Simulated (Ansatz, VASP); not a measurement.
## One calculation of Si2B2C, two programs

```
CELL_PARAMETERS angstrom
3.17397 0.00000 0.00000
-1.58698 2.74874 0.00000
0.00000 0.00000 7.54155
ATOMIC_POSITIONS crystal
Si 0.33333 0.66667 0.28002
Si 0.33333 0.66667 0.71998
B 0.66667 0.33333 0.50000
B 0.00000 0.00000 0.00000
C 0.33333 0.66667 0.50000
```

Alike in both runs: task single point; functional PBE; k mesh 6 × 6 × 2; occupations gaussian, width 0.1 eV; no spin polarisation.

|  | VASP | Ansatz |
| --- | --- | --- |
| version | VASP 6.6.1 | Ansatz 0.2.0 |
| potentials or method | VASP PAW PBE potentials, release 64 (Si, B, C) | scalar-relativistic, plane waves, PAW |
| plane-wave cutoff (eV) | 520 | 420 |
| valence electrons in the cell | 18 | 18 |

|  | VASP | Ansatz | Ansatz less VASP |
| --- | --- | --- | --- |
| gap on the k mesh at the Fermi level (eV) | none | none | - |
| pressure (GPa) | -2.3 | -2.1 | +0.19 |
| largest component of the traceless stress (GPa) | 40.90 | 41.12 | +0.227 |
| rms of the force components (eV/Å) | 2.911 | 2.927 | +0.0162 |

Atom by atom the forces differ by 0.016 eV/Å (rms over components). A gap of «none» marks a metal or a gap that the smearing closes. With one functional, cell and mesh, what is left measures potentials, basis and numerics.

Caveats: the k mesh is coarse (spacing up to 0.42 Å⁻¹), so the values aren't converged; forces of over 1 eV/Å show positions far from the minimum, so gaps and moduli don't describe the material at rest.
